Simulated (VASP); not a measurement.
Calculation: r2SCAN meta-GGA, VASP's PBE PAW potentials (set 64) (plane waves; VASP).

Input for VASP

POSCAR:
```
CdHgSe2
1
    4.3584537766     0.0000000000     0.0000000000
    0.0000000000     4.3584537766     0.0000000000
    0.0000000000     0.0000000000     6.1460525302
Cd Hg Se
1 1 2
Direct
  0.5000000000   0.5000000000   0.5000000000
  0.0000000000   0.0000000000   0.0000000000
  0.0000000000   0.5000000000   0.2529870125
  0.5000000000   0.0000000000   0.7470129875
```

### KPOINTS
```
Automatic mesh
0
Gamma
  5 5 4
```

**INCAR**
```
PREC = Accurate
LMAXMIX = 6   ! l cut-off of mixed one-centre charges
SIGMA = 0.05   ! width (eV)
METAGGA = R2SCAN
ISMEAR = 0
EDIFFG = -0.02   ! ionic stop
NSW = 60   ! most ionic steps
NELM = 100
ALGO = Normal   ! blocked Davidson
ISIF = 3   ! ions, shape and volume
EDIFF = 1E-6   ! SCF stop (eV)
LMIXTAU = .True.
LREAL = .False.   ! projection in real space or not
LASPH = .True.
LCHARG = .False.
SYSTEM = CdHgSe2
IBRION = 2   ! conjugate gradients
ENCUT = 400   ! plane-wave cut-off (eV)
LWAVE = .False.
```

POTCAR, in this order: Cd Hg Se (PBE.64 set). Program: vasp_std.

Output

File OSZICAR:
```
       N       E                     dE             d eps       ncg     rms          rms(c)
DAV:   1     0.122318458738E+03    0.12232E+03   -0.15108E+04   800   0.121E+03
DAV:   2    -0.983681496714E+02   -0.22069E+03   -0.21509E+03   888   0.322E+02
DAV:   3    -0.110243398744E+03   -0.11875E+02   -0.11833E+02   924   0.746E+01
DAV:   4    -0.110344309685E+03   -0.10091E+00   -0.10084E+00   858   0.675E+00
DAV:   5    -0.110345138048E+03   -0.82836E-03   -0.82828E-03   950   0.574E-01    0.935E+00
DAV:   6    -0.103235684422E+03    0.71095E+01   -0.64837E+00   906   0.344E+01    0.110E+01
DAV:   7    -0.101052425868E+03    0.21833E+01   -0.79599E-01   804   0.832E+00    0.820E+00
DAV:   8    -0.102185238950E+03   -0.11328E+01   -0.68272E-01   792   0.818E+00    0.956E-01
DAV:   9    -0.994253206060E+02    0.27599E+01   -0.10779E+00   804   0.715E+00    0.791E-01
DAV:  10    -0.995533295630E+02   -0.12801E+00   -0.69808E-02   846   0.213E+00    0.683E-01
DAV:  11    -0.995386550126E+02    0.14675E-01   -0.90043E-04   924   0.213E-01    0.729E-01
DAV:  12    -0.998726830372E+02   -0.33403E+00   -0.14065E-01   822   0.236E+00    0.245E-01
DAV:  13    -0.100029767585E+03   -0.15708E+00   -0.13382E-01   870   0.222E+00    0.245E-01
DAV:  14    -0.100015304347E+03    0.14463E-01   -0.10697E-02   840   0.815E-01    0.203E-01
DAV:  15    -0.100020397670E+03   -0.50933E-02   -0.14928E-03   858   0.290E-01    0.138E-01
DAV:  16    -0.100028022068E+03   -0.76244E-02   -0.31631E-03   798   0.372E-01    0.581E-02
DAV:  17    -0.100028958176E+03   -0.93611E-03   -0.56688E-04   816   0.206E-01    0.469E-02
DAV:  18    -0.100028861925E+03    0.96251E-04   -0.42196E-04   870   0.117E-01    0.422E-02
DAV:  19    -0.100029219803E+03   -0.35788E-03   -0.45391E-04   816   0.161E-01    0.286E-02
DAV:  20    -0.100029256557E+03   -0.36754E-04   -0.16278E-05   870   0.323E-02    0.251E-02
DAV:  21    -0.100029271990E+03   -0.15433E-04   -0.24553E-06   702   0.116E-02    0.220E-02
DAV:  22    -0.100029286839E+03   -0.14849E-04   -0.84589E-06   792   0.254E-02    0.848E-03
DAV:  23    -0.100029290411E+03   -0.35724E-05   -0.17497E-06   528   0.122E-02    0.787E-03
DAV:  24    -0.100029290217E+03    0.19423E-06   -0.27992E-07   396   0.418E-03
   1 F= -.10002929E+03 E0= -.10002922E+03  d E =-.100029E+03
```

**OUTCAR**
```
------------------------ aborting loop because EDIFF is reached ----------------------------------------
  FORCE on cell =-STRESS in cart. coord.  units (eV):
  Direction    XX          YY          ZZ          XY          YZ          ZX
  --------------------------------------------------------------------------------------
  Total        0.0467278      0.0467278     -0.0095124      0.0000000      0.0000000      0.0000000
  in kB        0.6412460      0.6412460     -0.1305389      0.0000000      0.0000000      0.0000000
  external PRESSURE =       0.3839844 kB  Pullay stress =       0.0000000 kB
  volume of cell :      116.75
      direct lattice vectors                 reciprocal lattice vectors
     4.358453777  0.000000000  0.000000000     0.229439166  0.000000000  0.000000000
     0.000000000  4.358453777  0.000000000     0.000000000  0.229439166  0.000000000
     0.000000000  0.000000000  6.146052530     0.000000000  0.000000000  0.162706061
 POSITION                                       TOTAL-FORCE (eV/Angst)
 -----------------------------------------------------------------------------------
      2.17923      2.17923      3.07303         0.000000      0.000000      0.000000
      0.00000      0.00000      0.00000        -0.000000     -0.000000      0.000000
      0.00000      2.17923      1.55487         0.000000     -0.000000      0.008876
      2.17923      0.00000      4.59118         0.000000     -0.000000     -0.008876
 -----------------------------------------------------------------------------------
    total drift:                                0.000000      0.000000      0.000000
  FREE ENERGIE OF THE ION-ELECTRON SYSTEM (eV)
  ---------------------------------------------------
  free  energy   TOTEN  =      -100.0292902172 eV

  energy  without entropy=     -100.0291580408  energy(sigma->0) =     -100.02922413

 reached required accuracy - stopping structural energy minimisation
```
(Selected blocks of OUTCAR.)

The structure comes from a computed database's CdHgSe2 entry (P-4m2); how it stands against other phases isn't given here. It was relaxed first. The start is the result of an earlier pass.
